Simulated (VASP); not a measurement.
An input for Ansatz (written as the equivalent of a VASP run, and not itself run):

Ansatz 0.2 input:
```yaml
crystal:
  lattice:
    - [4.0260432, 0.0000000, 0.0000000]
    - [0.0000000, 4.0260432, 0.0000000]
    - [0.0000000, 0.0000000, 4.0260432]
  atoms:
    - { symbol: Sc, position: [0.0000000, 0.0000000, 0.0000000] }
    - { symbol: F, position: [0.5000000, 0.0000000, 0.0000000] }
    - { symbol: F, position: [0.0000000, 0.5000000, 0.0000000] }
    - { symbol: F, position: [0.0000000, 0.0000000, 0.5000000] }
kpoints:
  mp_grid: { grid: [5, 5, 5] }
hamiltonian:
  xc: r2scan
  pseudopotentials: { kind: paw }
scf:
  occupations: { method: gaussian, width: 0.05 }
  max_iter: 100
relax:
  max_steps: 60
  f_tol: 0.02
  cell: {}
output: { forces: true, stress: true, eigenvalues: true }
```

Question: Write the VASP files for the same calculation (r2SCAN).

Answer: Several could match; the one computed here: 
**INCAR**
```
! general
SYSTEM =ScF3
PREC   =Accurate
ENCUT  =520
LREAL  =.FALSE.
LASPH  =.TRUE.   ! aspherical one-centre terms

! electronic loop
EDIFF  =1E-6   ! SCF stop (eV)
NELM   =100
ALGO   =Normal   ! blocked Davidson
LMAXMIX=4
LMIXTAU=.TRUE.

! smearing
ISMEAR =0
SIGMA  =0.05

! functional
METAGGA=R2SCAN

! ions
IBRION =2   ! conjugate gradients
NSW    =60
ISIF   =3
EDIFFG =-0.02   ! ionic stop

! output
LWAVE  =.FALSE.
LCHARG =.FALSE.
```

**KPOINTS**
```
Regular mesh
0
gamma
5 5 5
0 0 0
```

POSCAR:
```
ScF3
1
    4.0260431742     0.0000000000    -0.0000000000
   -0.0000000000     4.0260431742    -0.0000000000
    0.0000000000     0.0000000000     4.0260431742
Sc F
1 3
Direct
  0.0000000000   0.0000000000   0.0000000000
  0.5000000000   0.0000000000   0.0000000000
  0.0000000000   0.5000000000   0.0000000000
  0.0000000000   0.0000000000   0.5000000000
```

POTCAR, in this order: Sc_sv F (PBE.64 set). Program: vasp_std.

The two are equivalent in intent, not identical: each code has its own PAW files, so the cut-off isn't converted (ENCUT is set for VASP's; basis.ecutwfc is left out, and Ansatz then takes the one that its files recommend); Ansatz stops its SCF on the density residual and VASP on the energy change (EDIFF).

The structure comes from a measured ScF3 entry (Pm-3m) of the Crystallography Open Database, whose conditions weren't checked. This run relaxes it. Symmetry was kept, so distortions that lower it aren't found. The start is the result of an earlier pass.
